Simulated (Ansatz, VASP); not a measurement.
# GaCuCCl4O: VASP beside Ansatz, part 2 of 2

Aim: how closely do two programs agree when they are given the same cell, functional and k mesh? The cell is taken from a series of runs on this material, whose earlier steps may have relaxed, scaled, displaced or heated it; both programs get it as it stands.

VASP 6.6.1 and Ansatz 0.2.0.

So far: Set-up; VASP: single point, PBE0.

### 3. Ansatz: single point, PBE0

Level of this step: Ansatz beside VASP: Kohn-Sham DFT, plane waves, PBE0 (Ansatz).

Ansatz runs on its PAW soft_1 files.

The same cell, functional and mesh now go to Ansatz, which takes its cutoff from its data sets.

The input, input.yaml:

```yaml
crystal:
  lattice:
    - [6.8769, 0.0, 0.0]
    - [0.522228115, 6.9960358808, 0.0]
    - [3.0741926905, 1.1449101349, 8.1219214749]
  atoms:
    - { symbol: Ga, position: [0.2081665666, 0.7574132111, 0.7643240985] }
    - { symbol: Ga, position: [0.7918334334, 0.2425867889, 0.2356759015] }
    - { symbol: Cu, position: [0.022745104, 0.7338024064, 0.2203571138] }
    - { symbol: Cu, position: [0.977254896, 0.2661975936, 0.7796428862] }
    - { symbol: C, position: [0.2827240723, 0.7757339647, 0.2143510568] }
    - { symbol: C, position: [0.7172759277, 0.2242660353, 0.7856489432] }
    - { symbol: Cl, position: [0.9210642142, 0.756937292, 0.9889027727] }
    - { symbol: Cl, position: [0.0789357858, 0.243062708, 0.0110972273] }
    - { symbol: Cl, position: [0.7852164132, 0.9565929156, 0.3873724251] }
    - { symbol: Cl, position: [0.2147835868, 0.0434070844, 0.6126275749] }
    - { symbol: Cl, position: [0.8424017929, 0.4560128272, 0.3819958627] }
    - { symbol: Cl, position: [0.1575982071, 0.5439871728, 0.6180041373] }
    - { symbol: Cl, position: [0.4876463372, 0.6931938752, 0.8219630673] }
    - { symbol: Cl, position: [0.5123536628, 0.3068061248, 0.1780369327] }
    - { symbol: O, position: [0.4396928157, 0.8115366937, 0.2184202269] }
    - { symbol: O, position: [0.5603071843, 0.1884633063, 0.7815797731] }
kpoints:
  mp_grid: { grid: [2, 2, 2] }
  band_path:
    path:
      - [0.0, 0.0, 0.0]
      - [0.0, -0.5, 0.0]
      - [-0.5, 0.0, 0.0]
      - [0.0, 0.0, -0.5]
      - [-0.5, -0.5, -0.5]
      - [-0.5, 0.0, -0.5]
      - [0.0, -0.5, -0.5]
      - [-0.5, -0.5, 0.0]
    npoints: 1
hamiltonian:
  xc: pbe0
  pseudopotentials: { kind: paw, azcp: { folder: soft_1 } }
scf:
  occupations: { method: fixed }
  n_extra_bands: 9
output:
  eigenvalues: true
```

Launch:

```console
$ ansatz run input.yaml --threads 2 --pin off --max-ram 73728MiB --backend cuda --events-out ev --progress --plain --runs-dir out --devices 1 --max-vram 13GiB
```

Numbers of over 12 decimals in the logs are rounded to 6 here.

What it wrote:

```text
scf.n_extra_bands = 9 over 70 filled bands (N_el = 140.0): the run solves 79 bands
GPUs: using 1 of 1 available (devices: 1).
Engine: ansatz 0.2.0, x86_64-unknown-linux-gnu
Pseudopotentials: kind: paw
Pseudopotential: Ga, paw, valence charge 13, recommended cutoff 420 eV (normal), soft_1/Ga.paw.azcp
Pseudopotential: Cu, paw, valence charge 19, recommended cutoff 420 eV (normal), soft_1/Cu.paw.azcp
Pseudopotential: C, paw, valence charge 4, recommended cutoff 420 eV (normal), soft_1/C.paw.azcp
Pseudopotential: Cl, paw, valence charge 7, recommended cutoff 420 eV (normal), soft_1/Cl.paw.azcp
Pseudopotential: O, paw, valence charge 6, recommended cutoff 420 eV (normal), soft_1/O.paw.azcp
Functional definition: PBE0
  parameter a = 0.25
  parameter kappa = 0.804
  parameter beta = 0.066725
  exchange = (1 - a)*pbe_x(kappa = kappa, mu = beta*pi^2/3) + a*exact_x
  correlation = pbe_c(beta = beta)
davidson cushion auto → on  (no smearing: the cushion is to keep the highest requested band from converging to the state above it; pin scf.eigensolver.cushion to override)
device memory: the entry about to start is reckoned to put 3.3 GiB on a device that reports 40.9 GiB free (of which the cap on the GPU budget leaves the run 13.0 GiB)
GPU FFT provider: cuFFT
GPU libraries: cuBLAS 13.8.2, cuFFT 12.4.0, cuSOLVER 12.3.4
Crystal: 16 atoms, lattice volume = 390.754 Å³
Basis set: ecut = 420 eV, 7629 PW (Γ)
Bands: 79, of which v1, the nominal top of the filled ones, is band 70 counted from 1 (69 counted from 0)
Symmetry: 2 space group operations
Space group: P-1 (ITA 2), of the structure as read, at distance tolerance 7.3e-5 Å
k-points: 8
Non-local potential: Ga, projectors of the file, l = 0: 2, l = 1: 2, l = 2: 3, l = 3: 1
Non-local potential: Cu, projectors of the file, l = 0: 3, l = 1: 2, l = 2: 3, l = 3: 1
Non-local potential: C, projectors of the file, l = 0: 2, l = 1: 2, l = 2: 1
Non-local potential: Cl, projectors of the file, l = 0: 2, l = 1: 2, l = 2: 1
Non-local potential: O, projectors of the file, l = 0: 2, l = 1: 2, l = 2: 1
PAW form: soft (Blöchl's): semilocal exchange-correlation on the pseudo side does not see the compensation charge
PAW frozen core: Ga, regenerated for the run's functional, and the local potential with it (the file was generated under x = pbe(κ = 0.804, μ = 0.219515), c = pbe(β = 0.066725))
PAW frozen core: Cu, regenerated for the run's functional, and the local potential with it (the file was generated under x = pbe(κ = 0.804, μ = 0.219515), c = pbe(β = 0.066725))
PAW frozen core: C, regenerated for the run's functional, and the local potential with it (the file was generated under x = pbe(κ = 0.804, μ = 0.219515), c = pbe(β = 0.066725))
PAW frozen core: Cl, regenerated for the run's functional, and the local potential with it (the file was generated under x = pbe(κ = 0.804, μ = 0.219515), c = pbe(β = 0.066725))
PAW frozen core: O, regenerated for the run's functional, and the local potential with it (the file was generated under x = pbe(κ = 0.804, μ = 0.219515), c = pbe(β = 0.066725))
PAW one-centre angular grid: Ga, 590 points (default); XC on 64 Gauss nodes
PAW one-centre angular grid: Cu, 590 points (default); XC on 64 Gauss nodes
PAW one-centre angular grid: C, 110 points (default); XC on 64 Gauss nodes
PAW one-centre angular grid: Cl, 110 points (default); XC on 64 Gauss nodes
PAW one-centre angular grid: O, 110 points (default); XC on 64 Gauss nodes
Initial density: superposition of atomic densities (chi_scale 0.1, normalization cell, long waves kept (reshape's long-wave potential 0.29 eV rms))
Initial wavefunctions: pseudopotential atomic-orbital guess
GPU buffer pool allocated for 138240 grid points (all kernels)
GPU transforms: local potential and band sums: pruned to the plane-wave sphere, on 45×48×60
Functional: x = pbe(κ = 0.804, μ = 0.219515), c = pbe(β = 0.066725), warm-up for x = 0.75 pbe(κ = 0.804, μ = 0.219515) + 0.25 exact, c = pbe(β = 0.066725)
SCF iter   1: F=—  HF=-31108.957577 eV  |F-HF|=—  |Δ(HF+E_count)|=         —  Δρ=1.03e-1  dr2=4.26e1  ethr=1.00e-1  ⟨swp⟩=4.4  Hψ=1957  notcnv=0
preconditioner: auto → none  [insulator: Δε(μ)=3.612 eV  Ē_g=12.510 eV  n_scr=82 (ndim 8)  ℏωp=20.9 eV  f_vac=0.141]
SCF iter   2: F=—  HF=-31123.483914 eV  |F-HF|=—  |Δ(HF+E_count)|=    1.45e1  Δρ=4.10e-1  dr2=5.62e2  ethr=3.04e-2  ⟨swp⟩=4.6  Hψ=1836  notcnv=0  recentre
SCF iter   3: F=—  HF=-31104.601484 eV  |F-HF|=—  |Δ(HF+E_count)|=    1.89e1  Δρ=8.26e-2  dr2=2.41e1  ethr=3.04e-2  ⟨swp⟩=4.0  Hψ=1903  notcnv=0
SCF iter   4: F=—  HF=-31100.176646 eV  |F-HF|=—  |Δ(HF+E_count)|=    4.42e0  Δρ=5.01e-2  dr2=9.28e0  ethr=1.72e-2  ⟨swp⟩=2.0  Hψ=1392  notcnv=0
iter 5 solved again at ethr=2.78e-4 eV; its pass at ethr=6.63e-3 eV (dr2=3.89e-1 eV) is discarded
[...]
GPU FFT provider: cuFFT
GPU libraries: cuBLAS 13.8.2, cuFFT 12.4.0, cuSOLVER 12.3.4
Initial density: handed on by an earlier stage of this run
Initial wavefunctions: those handed on with the density
GPU buffer pool allocated for 138240 grid points (all kernels)
GPU transforms: local potential and band sums: pruned to the plane-wave sphere, on 45×48×60
Functional: x = 0.75 pbe(κ = 0.804, μ = 0.219515) + 0.25 exact, c = pbe(β = 0.066725)
Exchange kernel: α = 0.2500, full range, Wigner–Seitz truncation, v(0) = 7329.3598 eV·Å³, q-mesh 2×2×2, nearest image of the exchange supercell L = 13.75 Å, pair-density grid 30×36×45, without the augmentation charges, whose exchange is taken in its separable form by FFT convolution over the k-point mesh (sized by the pseudopotential files, 45×48×60 at the most), smooth part of the exact exchange by density-matrix convolution in up to 5.93 GiB of GPU memory as planned if the GPU has room (build and FFT work areas not counted)
Frozen-core exchange: fock
SCF iter   1: F=—  HF=-31104.942776 eV  |F-HF|=—  |Δ(HF+E_count)|=         —  Δρ=2.10e-2  dr2=1.23e0  ethr=9.92e-7  ⟨swp⟩=8.2  Hψ=3766  notcnv=0
preconditioner: auto → none  [insulator: Δε(μ)=6.141 eV  Ē_g=14.113 eV  n_scr=82 (ndim 8)  ℏωp=20.6 eV  f_vac=0.195]
SCF iter   2: F=—  HF=-31104.686705 eV  |F-HF|=—  |Δ(HF+E_count)|=   2.56e-1  Δρ=3.47e-3  dr2=4.70e-2  ethr=9.92e-7  ⟨swp⟩=6.0  Hψ=3155  notcnv=0
SCF iter   3: F=—  HF=-31104.764968 eV  |F-HF|=—  |Δ(HF+E_count)|=   7.83e-2  Δρ=3.54e-3  dr2=3.33e-2  ethr=9.92e-7  ⟨swp⟩=6.0  Hψ=2722  notcnv=0
SCF iter   4: F=—  HF=-31104.762419 eV  |F-HF|=—  |Δ(HF+E_count)|=   2.55e-3  Δρ=1.54e-3  dr2=6.72e-3  ethr=9.92e-7  ⟨swp⟩=4.0  Hψ=2086  notcnv=0
SCF iter   5: F=—  HF=-31104.770651 eV  |F-HF|=—  |Δ(HF+E_count)|=   8.23e-3  Δρ=1.55e-3  dr2=8.57e-3  ethr=9.92e-7  ⟨swp⟩=5.1  Hψ=2033  notcnv=0
SCF iter   6: F=—  HF=-31104.769089 eV  |F-HF|=—  |Δ(HF+E_count)|=   1.56e-3  Δρ=5.93e-4  dr2=1.42e-3  ethr=9.92e-7  ⟨swp⟩=4.0  Hψ=1971  notcnv=0
SCF iter   7: F=-31104.768705 eV  HF=-31104.768739 eV  |F-HF|=3.41e-5  |Δ(HF+E_count)|=   3.50e-4  Δρ=1.06e-4  dr2=6.18e-5  ethr=9.92e-7  ⟨swp⟩=3.0  Hψ=1515  notcnv=0
SCF 2 stopped early in 7 iterations: F = -31104.768705 eV  dr2 = 6.18e-5
hybrid outer 1: dexx = +9.769e-2 eV, tail = 4.72e-4 eV
GPU FFT provider: cuFFT
GPU libraries: cuBLAS 13.8.2, cuFFT 12.4.0, cuSOLVER 12.3.4
GPU buffer pool allocated for 138240 grid points (all kernels)
GPU transforms: local potential and band sums: pruned to the plane-wave sphere, on 45×48×60
Exchange kernel: α = 0.2500, full range, Wigner–Seitz truncation, v(0) = 7329.3598 eV·Å³, q-mesh 2×2×2, nearest image of the exchange supercell L = 13.75 Å, pair-density grid 30×36×45, without the augmentation charges, whose exchange is taken in its separable form by FFT convolution over the k-point mesh (sized by the pseudopotential files, 45×48×60 at the most), smooth part of the exact exchange by density-matrix convolution in up to 5.93 GiB of GPU memory as planned if the GPU has room (build and FFT work areas not counted)
Frozen-core exchange: fock
SCF iter   1: F=—  HF=-31104.767195 eV  |F-HF|=—  |Δ(HF+E_count)|=         —  Δρ=1.51e-4  dr2=6.20e-5  ethr=1.68e-6  ⟨swp⟩=4.2  Hψ=1506  notcnv=0
preconditioner: auto → none  [insulator: Δε(μ)=5.691 eV  Ē_g=13.940 eV  n_scr=82 (ndim 8)  ℏωp=20.6 eV  f_vac=0.202]
SCF iter   2: F=—  HF=-31104.767183 eV  |F-HF|=—  |Δ(HF+E_count)|=   1.13e-5  Δρ=4.58e-5  dr2=8.85e-6  ethr=4.06e-8  ⟨swp⟩=4.0  Hψ=1866  notcnv=0
SCF iter   3: F=—  HF=-31104.767197 eV  |F-HF|=—  |Δ(HF+E_count)|=   1.36e-5  Δρ=4.56e-5  dr2=8.00e-6  ethr=4.09e-9  ⟨swp⟩=6.2  Hψ=1951  notcnv=0  defer=2
iter 4 solved again at ethr=1.28e-10 eV; its pass at ethr=4.09e-9 eV (dr2=1.79e-7 eV) is discarded
SCF iter   4: F=—  HF=-31104.767195 eV  |F-HF|=—  |Δ(HF+E_count)|=   1.81e-6  Δρ=8.50e-6  dr2=2.73e-7  ethr=1.28e-10  ⟨swp⟩=3.4  Hψ=3027  notcnv=0
SCF iter   5: F=—  HF=-31104.767196 eV  |F-HF|=—  |Δ(HF+E_count)|=   6.84e-7  Δρ=1.08e-5  dr2=3.40e-7  ethr=1.26e-10  ⟨swp⟩=6.4  Hψ=2037  notcnv=0  defer=12
SCF iter   6: F=-31104.767196 eV  HF=-31104.767196 eV  |F-HF|=3.97e-9  |Δ(HF+E_count)|=   8.12e-8  Δρ=1.69e-6  dr2=8.50e-9  ethr=1.26e-10  ⟨swp⟩=3.2  Hψ=1639  notcnv=0
SCF 3 converged in 6 iterations: F = -31104.767196 eV  dr2 = 8.50e-9
hybrid outer 2: dexx = +1.568e-5 eV, tail = 2.94e-7 eV, Δε = 9.21e-3 eV (about 2.82e-4 eV left of the loop's levels)
the search or the solves at the SCF's close seem to have found levels that the self-consistency loop had missed (the run counts 2). By its estimate they hold under 1e-12 electrons; where the run keeps them, the occupations were computed again with them
device memory: the entry about to start is reckoned to put 1.8 GiB on a device that reports 49.1 GiB free (of which the cap on the GPU budget leaves the run 13.0 GiB)
NSCF: frozen V_eff on 8 k-points
hybrid SCF converged: 2 outer / 13 inner (+11 warm-up), last move |dexx| = 1.57e-5 eV, tail = 2.94e-7 eV
Stability not checked: this state was not tested for a lower state beside it, because the functional holds exact exchange (a hybrid, or Hartree-Fock), whose exchange loop this test does not read (fock_operator; see scf.lower_state_search)
Free energy (F): -31104.767195 eV
Frozen-core exchange: fock
Harris-Foulkes:  -31104.767195 eV  (|F-HF|=3.97e-9)
Internal energy: -31104.767195 eV  (E = F + TS)
E sigma→0 (E₀):  -31104.767195 eV
Fermi energy:    0.060581 eV
--- Per-component energies (eV) ---
  E_band       = -2231.741395
  E_kinetic    = 2451.235878
  E_local      = -22992.512833  (includes V_loc(G=0)·N_el)
  E_nonlocal   = 2044.953515
  E_hartree    = 10323.351028
  E_xc         = -1036.284225
  E_vxc        = -1155.937693  (∫ρ·V_xc dr)
  E_exx        = -549.901133  (= α·E_x^exact, valence–valence)
  E_paw        = -13216.549174  (= ΣΔE_a)
  E_vpaw       = -2126.393382  (= ΣTr[D̂ρ^β])
  E_aug_tail   = 0.003964  (compensation charges beyond the density's cutoff)
  E_ewald      = -8127.796701
  E_core_change = -1.267513  (= ΣΔE_core)
  E_smearing   = -0.000000  (= −TS)
  E_closure    = 0.000000  (closes the sum)
  Σ components = -31104.767195   (vs F -31104.767195, Δ=0.00e0)
--- Band table (eV; the first three rows and the last of 8) ---
  k-point 0: bands = [... 66 lower, -0.2367, -0.2317, -0.0586, 0.0536, 5.7557, 6.1706, 6.4237, 6.4827, ... 5 higher]
  k-point 1: bands = [... 66 lower, -0.2360, -0.1398, -0.0647, 0.0009, 5.9035, 6.1435, 6.3789, 6.4514, ... 5 higher]
  k-point 2: bands = [... 66 lower, -0.2960, -0.2929, -0.0266, 0.0606, 6.2377, 6.2832, 6.4530, 6.5402, ... 5 higher]
  k-point 7: bands = [... 66 lower, -0.3630, -0.2019, -0.0664, 0.0123, 6.3514, 6.3677, 6.3862, 6.5028, ... 5 higher]
```

### 4. Differences

Known differences besides the potentials themselves: exact exchange at q = 0 is treated differently, which shows on coarse meshes; VASP keeps PBE cores, Ansatz makes them for the functional; fixed occupations in Ansatz, narrow Gaussian smearing in VASP; the data sets hold 140 valence electrons in Ansatz (on its PAW soft_1 files) and 124 in VASP; the cutoff is 420 eV in Ansatz and 520 eV in VASP; VASP takes a coarser grid for exact exchange (PRECFOCK = Fast). Total energies have different zeros and are not compared.

Compared:

| quantity | Ansatz | VASP | difference |
| --- | --- | --- | --- |
| gap on the k mesh (eV) | 5.695 | 5.738 | -0.043 |

A gap on the mesh is an upper bound, since the band edges may lie between its points.

### 5. What came out

- difference in gap on the k mesh (single point, PBE0): -0.043 eV

**Reading.** The difference in gap on the k mesh is -0.043 eV (single point, PBE0), within the 0.08 eV picked in this series as the mark of a large difference. The data sets hold unlike numbers of valence electrons (140 in Ansatz and 124 in VASP), so part of the differences comes from the potentials. How closely two codes agree says nothing of how well the functional describes the real material.

[Lines on the potential files, build, host, timing and source positions are cut from VASP's logs without a mark.]

[Logs are printed without paths, hosts, clocks, repeated set-up lines and the standing remarks that a program may print on its own settings, such as how far it seeks lower states.]

[Hosts, paths, dates, database ids (printed as entryN), source tags and the programs' standing remarks are cut or masked in the printed files.]
